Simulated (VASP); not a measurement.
Wanted: the native input for a VASP 6.6.1 run.

| Item | Value |
| --- | --- |
| Task | atomic charges |
| Functional | PBE |
| Potentials or basis | VASP PAW PBE potentials, release 64 (H, Pb_d, N, O) |
| Cutoff | 520 eV |
| k mesh | 7 × 6 × 5 |
| Occupations | fermi-dirac, width 0.05 eV |
| Spin | no spin polarisation |
| Further INCAR settings | ALGO = Normal; EDIFF = 1e-06 |

The structure of HPbNO4 lies in POSCAR:

```
HPbNO4
1.0
    3.8570700000      0.0017800000     -0.0365800000
    0.1735300000      4.3343600000     -0.0164700000
    0.7580300000      0.8387300000      5.8766200000
H Pb N O
1 1 1 4
Direct
    0.6151100000      0.8955900000      0.1984400000
    0.6459700000      0.4465100000      0.9168500000
    0.7147400000      0.2381000000      0.5005800000
    0.1695800000      0.4700700000      0.7776800000
    0.6291900000      0.9704500000      0.4984500000
    0.5642400000      0.9258300000      0.0384900000
    0.7802200000      0.4225000000      0.3195100000
```

The cell was built by a generator and needn't be a form met in nature.

These files were run (other wordings do the same):

INCAR

```
SYSTEM = HPbNO4
ALGO     = Normal         ! electronic algorithm
EDIFF    = 1E-6           ! SCF threshold, eV
ENCUT    = 520            ! plane-wave cutoff, eV
GGA      = PE             ! functional
ISIF     = 2              ! what is computed and relaxed
ISMEAR   = -1             ! smearing method
KPAR     = 4            
LASPH    = .True.         ! aspherical terms in the spheres
LCHARG   = .False.        ! write CHGCAR
LORBIT   = 10             ! projections on sites
LREAL    = .False.        ! projectors in reciprocal space
LWAVE    = .False.        ! write WAVECAR
NELM     = 100            ! most SCF steps
PREC     = Accurate       ! precision mode
SIGMA    = 0.05           ! smearing width, eV
```

KPOINTS

```
k-points
0
Gamma
  7 6 5
  0 0 0
```

Potentials or basis: VASP PAW PBE potentials, release 64 (H, Pb_d, N, O).

Command:

```console
$ cat potpaw_PBE.64/H/POTCAR potpaw_PBE.64/Pb_d/POTCAR potpaw_PBE.64/N/POTCAR potpaw_PBE.64/O/POTCAR > POTCAR
$ mpirun -np 4 vasp_std > vasp.out
```

It gave:

```json
{
  "Pressure": "0.6 GPa",
  "Largest force": "0.623 eV/Å",
  "Band gap on the k mesh": "0.36 eV, indirect (least direct gap 0.59 eV)",
  "Valence electrons inside the program's atomic spheres": "H 0.71; Pb 11.78; N 3.76; O 4.90, 5.07, 5.06, 5.05"
}
```

Caveat: the standard files for N, O and F lose accuracy on very short bonds; spin-orbit coupling is left out, which as a rule narrows the gap of such compounds by several tenths of an eV; an odd mesh through Γ misses points on the zone boundary, where band edges often lie.

Wall time 42 s on 4 MPI ranks on Intel(R) Xeon(R) 6975P-C (Granite Rapids) (shared host), peak memory 0.4 GiB a rank.
